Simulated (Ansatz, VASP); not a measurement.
# CrSO (2H-CrOS monolayer) in two plane-wave programs, part 2 of 2

Wanted: the spread between two codes on one cell, functional and k mesh. Of the first pair: The structure shown is the start of the Ansatz relaxation below; VASP solves that cell, so the two are compared at the walk's first step.

VASP 6.6.1 and Ansatz 0.2.0.

So far. Step 4 (Differences): The forces differ by 25 meV/Å r.m.s., which is 3.7 % of the r.m.s. force of 0.662 eV/Å (both taken over all components). With vacuum in the cell, a pressure given here is an average over mostly empty space and none of the material.

### 6. Ansatz: relaxation, PBE with D3(BJ)

Level of this step: Ansatz beside VASP: Kohn-Sham DFT, plane waves, PBE with D3(BJ) (Ansatz).

This run makes the geometry at which the two programs are then compared.

The structure compared here is the end of the Ansatz relaxation.

Input file input.yaml:

```yaml
crystal:
  lattice:
    - [2.841782, 0.0, 0.0]
    - [-1.420891, 2.461055404, 0.0]
    - [0.0, 0.0, 20.6599455655]
  atoms:
    - { symbol: S, position: [0.3333333333, 0.6666666667, 0.4356255427] }
    - { symbol: Cr, position: [0.0, 0.0, 0.5150878009] }
    - { symbol: O, position: [0.3333333333, 0.6666666667, 0.5643744573] }
  periodic: [true, true, false]
kpoints:
  mp_grid: { grid: [12, 12, 1] }
hamiltonian:
  xc: pbe
  dispersion: d3bj
scf:
  occupations: { method: fermi_dirac, width: 0.05 }
  convergence: { dr2_threshold: 1.0e-09 }
relax:
  f_tol: 0.004
  max_steps: 90
  cell: {}
output:
  write_potential: true
  write_density: true
  volumetric_format: npy
```

Command:

```sh
> ansatz run input.yaml --threads 2 --pin off --max-ram 3072MiB --backend cpu --events-out ev --progress --plain --runs-dir out
```

Numbers of over 12 decimals in the logs are rounded to 6 here.

Output:

```text
[...]
Crystal: 3 atoms, lattice volume = 203.658 Å³
Basis set: ecut = 420 eV, 4033 PW (Γ), exchange–correlation on 40×40×400 points (8 copies of the dense FFT grid, shifted against one another)
Bands: 17, of which v1, the nominal top of the filled ones, is band 13 counted from 1 (12 counted from 0)
Symmetry: 6 space group operations
[...]
the weakly bound empty levels are not read free of the cell's end (no_gap_told)
--- Relaxed structure (6 steps of the walk, 6 accepted, 1 SCFs on fresh bases) ---
[...]
cell:  # Å, volume = 199.5625 Å³
    - [2.813062, 0, 0]
    - [-1.406531, 2.436183, 0]
    - [0, 0, 29.119891]
  atoms:
    - { symbol: S, position: [0.333333, 0.666667, 0.310388] }
[...]
- { symbol: O, position: [0.333333, 0.666667, 0.400616] }
[key lines of the parts left out:]
SCF converged after 7 iterations
Free energy (F): -4848.630387 eV
Fermi energy:    -5.707531 eV
P = ½ c Tr σ = -0.0393 N/m
```

### 7. VASP: single point, PBE with D3(BJ), relaxed cell, pair 2

The same cell, functional, mesh and smearing now go to VASP, with its own data sets.

Input file INCAR:

```
SYSTEM = CrSO
PREC = Accurate
ENCUT = 520
EDIFF = 1E-06
NELM = 120
ISMEAR = -1
SIGMA = 0.05
LREAL = .FALSE.
ALGO = Normal
GGA = PE
IVDW = 12
NBANDS = 18
LASPH = .TRUE.
LORBIT = 11
LWAVE = .FALSE.
LCHARG = .FALSE.
ISIF = 2
LDIPOL = .TRUE.
IDIPOL = 3
DIPOL = 0.5 0.5 0.358
LVHAR = .TRUE.
GGA_COMPAT = .FALSE.
EFERMI = MIDGAP
NELMDL = -8
```

Input file POSCAR:

```
CrSO
1.0
    2.8130621617      0.0000000000      0.0000000000
   -1.4065310808      2.4361832944      0.0000000000
    0.0000000000      0.0000000000     29.1198911345
S Cr O
1 1 1
Direct
    0.3333333333      0.6666666667      0.3103880718
    1.0000000000      0.0000000000      0.3639186140
    0.3333333333      0.6666666667      0.4006159967
```

Input file KPOINTS:

```
Automatic mesh
0
Gamma
12 12 1
0 0 0
```

The projector-augmented-wave data sets are S, Cr_pv and O (PBE family, release 64).

Command:

```sh
> mpirun -np 1 vasp_std
```

Output:

```text
[... set-up lines as in an earlier step ...]
 entering main loop
       N       E                     dE             d eps       ncg     rms          rms(c)
DAV:   1     0.186698934680E+03    0.18670E+03   -0.11841E+04   860   0.103E+03
DAV:   2    -0.567340471631E+01   -0.19237E+03   -0.18775E+03   920   0.273E+02
DAV:   3    -0.269312899142E+02   -0.21258E+02   -0.21139E+02   820   0.906E+01
DAV:   4    -0.273950504114E+02   -0.46376E+00   -0.46313E+00   886   0.143E+01
[...]
DAV:  28    -0.218463238323E+02   -0.25521E-05   -0.57607E-08   440   0.133E-03    0.879E-04
DAV:  29    -0.218463262646E+02   -0.24324E-05   -0.79823E-08   458   0.168E-03    0.753E-04
DAV:  30    -0.218463269250E+02   -0.66033E-06   -0.99811E-09   400   0.530E-04
   1 F= -.22456727E+02 E0= -.22456110E+02  d E =-.123391E-02
```

OUTCAR, selected parts (step 7):

```text
 Edisp (eV)   -0.61040

  Total       0.03264     0.03264     0.03239     0.00000     0.00000    -0.00000
  in kB       0.26203     0.26203     0.26006     0.00000     0.00000    -0.00000
  external pressure =        0.26 kB  Pullay stress =        0.00 kB

 POSITION                                       TOTAL-FORCE (eV/Angst)
 -----------------------------------------------------------------------------------
     -0.00000      1.62412      9.03847        -0.000000      0.000000      0.008088
      0.00000      0.00000     10.59727         0.000000      0.000000     -0.082972
     -0.00000      1.62412     11.66589         0.000000      0.000000      0.074884
 -----------------------------------------------------------------------------------
    total drift:                               -0.000000     -0.000000     -0.000074

  FREE ENERGIE OF THE ION-ELECTRON SYSTEM (eV)
  ---------------------------------------------------
  free  energy   TOTEN  =       -22.4567267873 eV

  energy  without entropy=      -22.4554928768  energy(sigma->0) =      -22.45610983

[... 1 part as in an earlier step ...]

[... 2 further parts left out ...]
[key lines of the parts left out:]
E-fermi :  -3.3247
```

### 8. Differences

What differs besides the data sets and the points named for the pairs above, as far as they apply: the data sets hold 26 valence electrons in Ansatz (on its default PAW (the set named soft_2) files) and 24 in VASP. Total energies have different zeros and are not compared.

Compared:

```csv
quantity,Ansatz,VASP,difference
gap on the k mesh (eV),0.265,0.248,+0.016
```

Forces (eV/Å; atoms numbered as in POSCAR):

```csv
atom,"Ansatz x, y, z","VASP x, y, z"
S1,"0.000, 0.000, -0.001","0.000, 0.000, 0.008"
Cr2,"0.000, 0.000, -0.001","0.000, 0.000, -0.083"
O3,"0.000, 0.000, 0.002","0.000, 0.000, 0.075"
```

The forces differ by 37 meV/Å r.m.s., where the r.m.s. force is 0.001 eV/Å in Ansatz and 0.037 eV/Å in VASP: the atoms lie near their places of rest in Ansatz, so a percentage would say little (all taken over all components). A gap on the mesh is an upper bound, since the band edges may lie between its points. With vacuum in the cell, a pressure given here is an average over mostly empty space and none of the material.

### 9. Outcome

| Quantity | Value |
| --- | --- |
| r.m.s. force difference (single point, PBE with D3(BJ), start cell, pair 1) | 3.7 % of the r.m.s. force |
| r.m.s. force difference (single point, PBE with D3(BJ), relaxed cell, pair 2) | 37 meV/Å |

In words: The r.m.s. force difference is 37 meV/Å (single point, PBE with D3(BJ), relaxed cell, pair 2), beyond the 12 meV/Å picked in this series as the mark of a large difference. The data sets hold unlike numbers of valence electrons (26 in Ansatz and 24 in VASP), so part of the differences comes from the potentials. Single point, PBE with D3(BJ), start cell, pair 1, VASP with the data sets S, Cr_sv and O: r.m.s. force difference goes from 25 to 11 meV/Å. What causes the difference of the single point, PBE with D3(BJ), relaxed cell, pair 2 pair stays open here. Such differences can come from data sets, numerical settings and the points named under the comparisons, not from the functional's error against experiment.

[Lines on the potential files, build, host, timing and source positions are cut from VASP's logs without a mark.]

[Logs are printed without paths, hosts, clocks, repeated set-up lines and the standing remarks that a program may print on its own settings, such as how far it seeks lower states.]

[Hosts, paths, dates, database ids (printed as entryN), source tags and the programs' standing remarks are cut or masked in the printed files.]
